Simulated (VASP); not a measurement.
An input for Quantum ESPRESSO's pw.x (written as the equivalent of a VASP run, and not itself run):

```
&CONTROL
  calculation = 'vc-relax'
  pseudo_dir = './pseudo'
  outdir = './out'
  tprnfor = .true.
  tstress = .true.
  nstep = 60
  forc_conv_thr = 0.00078
/
&SYSTEM
  ibrav = 0
  nat = 5
  ntyp = 3
  ecutwfc = 110
  occupations = 'smearing'
  smearing = 'methfessel-paxton'
  degauss = 0.00735
  input_dft = 'pbesol'
/
&ELECTRONS
  conv_thr = 7.3e-08
  electron_maxstep = 100
/
&IONS
/
&CELL
/
ATOMIC_SPECIES
  La 138.905 La.upf
  P 30.974 P.upf
  Pd 106.420 Pd.upf
CELL_PARAMETERS angstrom
    -2.0781061    2.0781061    4.9358261
     2.0781061   -2.0781061    4.9358261
     2.0781061    2.0781061   -4.9358261
ATOMIC_POSITIONS crystal
  La   0.0000000  0.0000000  0.0000000
  P    0.3857207  0.3857207  0.0000000
  P    0.6142793  0.6142793  0.0000000
  Pd   0.7500000  0.2500000  0.5000000
  Pd   0.2500000  0.7500000  0.5000000
K_POINTS automatic
  9 9 9 0 0 0
```

Task: Translate this input to VASP (INCAR, KPOINTS, POSCAR, choice of POTCAR).

Result: Several could match; the one computed here: 
INCAR:
```
ISMEAR = 1
SIGMA = 0.1
PREC = Accurate
ISIF = 3
NELM = 100
LASPH = .TRUE.
LMAXMIX = 6
SYSTEM = La(PPd)2
GGA = PS
ALGO = Normal
NSW = 60
LREAL = .FALSE.
IBRION = 2   ! conjugate gradients
EDIFF = 1E-6   ! SCF stop (eV)
EDIFFG = -0.02
LWAVE = .FALSE.
LCHARG = .FALSE.
ENCUT = 400
```

### KPOINTS
```
Regular mesh
0
gamma
  9 9 9
0 0 0
```

POSCAR:
```
La(PPd)2
1
   -2.0781061450     2.0781061450     4.9358261102
    2.0781061450    -2.0781061450     4.9358261102
    2.0781061450     2.0781061450    -4.9358261102
La P Pd
1 2 2
Direct
  0.0000000000   0.0000000000   0.0000000000
  0.3857206687   0.3857206687   0.0000000000
  0.6142793313   0.6142793313   0.0000000000
  0.7500000000   0.2500000000   0.5000000000
  0.2500000000   0.7500000000   0.5000000000
```

POTCAR, in this order: La P Pd (PBE.64 set). Program: vasp_std.

The two are equivalent in intent, not identical: the potentials are each code's own (VASP's PAW set, PseudoDojo norm-conserving files in pw.x), so ENCUT and ecutwfc are chosen apart and not converted; conv_thr bounds pw.x's estimated SCF error, while EDIFF bounds the energy change between steps; forc_conv_thr acts on force components and is met together with etot_conv_thr.

The structure comes from a computed database's LaPd2P2 entry (I4/mmm); how it stands against other phases isn't given here. This run relaxes it. Symmetry was kept, so distortions that lower it aren't found. The start is the result of an earlier pass.
